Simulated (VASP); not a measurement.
Calculation: MS2 meta-GGA, VASP's PBE PAW potentials (set 64) (plane waves; VASP).

Input for VASP

### POSCAR
```
ZrC
1
    0.0000000000     2.3488746958     2.3488746958
    2.3488746958     0.0000000000     2.3488746958
    2.3488746958     2.3488746958     0.0000000000
Zr C
1 1
Direct
  0.0000000000   0.0000000000   0.0000000000
  0.5000000000   0.5000000000   0.5000000000
```

INCAR:
```
# general
SYSTEM  = ZrC
PREC    = Accurate
ENCUT   = 520   # plane-wave cut-off (eV)
LREAL   = .FALSE.   # projection in real space or not
LASPH   = .TRUE.   # aspherical one-centre terms

# electronic loop
EDIFF   = 1E-7
NELM    = 100   # most electronic steps
ALGO    = Normal   # blocked Davidson
LMAXMIX = 4   # l cut-off of mixed one-centre charges
LMIXTAU = .TRUE.

# smearing
ISMEAR  = 1
SIGMA   = 0.1

# functional
METAGGA = MS2

# ions
ISIF    = 2

# output
LWAVE   = .FALSE.
LCHARG  = .FALSE.
```

File KPOINTS:
```
Automatic mesh
0
Gamma
13 13 13
0 0 0
```

POTCAR, in this order: Zr_sv C (PBE.64 set). Program: vasp_std.

The resulting files:

File OSZICAR:
```
       N       E                     dE             d eps       ncg     rms          rms(c)
DAV:   1     0.722209394849E+02    0.72221E+02   -0.83535E+03  2024   0.126E+03
DAV:   2    -0.482462907418E+02   -0.12047E+03   -0.11320E+03  2340   0.325E+02
DAV:   3    -0.589311115121E+02   -0.10685E+02   -0.10060E+02  3620   0.713E+01
DAV:   4    -0.592112437615E+02   -0.28013E+00   -0.27897E+00  2316   0.108E+01
DAV:   5    -0.592167135881E+02   -0.54698E-02   -0.54659E-02  2680   0.152E+00    0.518E+01
DAV:   6    -0.181951247907E+02    0.41022E+02   -0.22166E+02  2324   0.819E+01    0.229E+01
DAV:   7    -0.252341389407E+02   -0.70390E+01   -0.20089E+01  2596   0.390E+01    0.165E+01
DAV:   8    -0.227781237634E+02    0.24560E+01   -0.10656E+01  2984   0.337E+01    0.886E+00
DAV:   9    -0.224054132851E+02    0.37271E+00   -0.28695E-01  2436   0.626E+00    0.766E+00
DAV:  10    -0.238876163218E+02   -0.14822E+01   -0.16725E+00  3516   0.153E+01    0.476E+00
DAV:  11    -0.187583706869E+02    0.51292E+01   -0.43761E+00  2376   0.258E+01    0.499E+00
DAV:  12    -0.211211404537E+02   -0.23628E+01   -0.91974E+00  3004   0.233E+01    0.558E+00
DAV:  13    -0.212594301122E+02   -0.13829E+00   -0.31136E-01  3128   0.440E+00    0.507E+00
DAV:  14    -0.212249379309E+02    0.34492E-01   -0.12921E-02  2204   0.152E+00    0.490E+00
DAV:  15    -0.212578722868E+02   -0.32934E-01   -0.17727E-02  2724   0.158E+00    0.459E+00
DAV:  16    -0.213242392107E+02   -0.66367E-01   -0.82749E-02  2108   0.360E+00    0.232E+00
DAV:  17    -0.213317118555E+02   -0.74726E-02   -0.17911E-02  2752   0.139E+00    0.220E+00
DAV:  18    -0.213138855946E+02    0.17826E-01   -0.42811E-02  2500   0.243E+00    0.740E-01
DAV:  19    -0.213152298785E+02   -0.13443E-02   -0.77013E-03  2444   0.101E+00    0.689E-01
DAV:  20    -0.213098880987E+02    0.53418E-02   -0.10859E-02  2516   0.981E-01    0.497E-01
DAV:  21    -0.213113861478E+02   -0.14980E-02   -0.23726E-03  2180   0.705E-01    0.255E-01
DAV:  22    -0.213112711720E+02    0.11498E-03   -0.25626E-04  2956   0.205E-01    0.688E-02
DAV:  23    -0.213114225801E+02   -0.15141E-03   -0.12354E-04  2172   0.140E-01    0.592E-02
DAV:  24    -0.213112306601E+02    0.19192E-03   -0.18798E-04  2128   0.154E-01    0.932E-02
DAV:  25    -0.213113314246E+02   -0.10076E-03   -0.15357E-04  2036   0.181E-01    0.187E-02
DAV:  26    -0.213113444556E+02   -0.13031E-04   -0.52958E-06  2604   0.273E-02    0.963E-03
DAV:  27    -0.213113489706E+02   -0.45150E-05   -0.14504E-06  2840   0.117E-02    0.396E-03
DAV:  28    -0.213113465404E+02    0.24302E-05   -0.52707E-07  2484   0.932E-03    0.133E-03
DAV:  29    -0.213113475746E+02   -0.10342E-05   -0.51864E-08  1072   0.249E-03    0.161E-03
DAV:  30    -0.213113468817E+02    0.69287E-06   -0.61733E-08  1072   0.220E-03    0.106E-03
DAV:  31    -0.213113471552E+02   -0.27352E-06   -0.79636E-09  1040   0.115E-03    0.575E-04
DAV:  32    -0.213113470814E+02    0.73858E-07   -0.19808E-09  1044   0.615E-04
   1 F= -.21311347E+02 E0= -.21311315E+02  d E =-.953520E-04
```

File OUTCAR:
```
------------------------ aborting loop because EDIFF is reached ----------------------------------------
  FORCE on cell =-STRESS in cart. coord.  units (eV):
  Direction    XX          YY          ZZ          XY          YZ          ZX
  --------------------------------------------------------------------------------------
  Total       -0.0084655     -0.0084655     -0.0084655      0.0000000      0.0000000      0.0000000
  in kB       -0.5233013     -0.5233013     -0.5233013      0.0000000      0.0000000      0.0000000
  external PRESSURE =      -0.5233013 kB  Pullay stress =       0.0000000 kB
  volume of cell :       25.92
      direct lattice vectors                 reciprocal lattice vectors
     0.000000000  2.348874696  2.348874696    -0.212867890  0.212867890  0.212867890
     2.348874696  0.000000000  2.348874696     0.212867890 -0.212867890  0.212867890
     2.348874696  2.348874696  0.000000000     0.212867890  0.212867890 -0.212867890
 POSITION                                       TOTAL-FORCE (eV/Angst)
 -----------------------------------------------------------------------------------
      0.00000      0.00000      0.00000        -0.000000     -0.000000     -0.000000
      2.34887      2.34887      2.34887         0.000000      0.000000      0.000000
 -----------------------------------------------------------------------------------
    total drift:                                0.000000      0.000000      0.000000
  FREE ENERGIE OF THE ION-ELECTRON SYSTEM (eV)
  ---------------------------------------------------
  free  energy   TOTEN  =       -21.3113470814 eV

  energy  without entropy=      -21.3112517294  energy(sigma->0) =      -21.31131530
```
(Selected blocks of OUTCAR.)

The compound is ZrC in the rock salt structure. It was relaxed first.
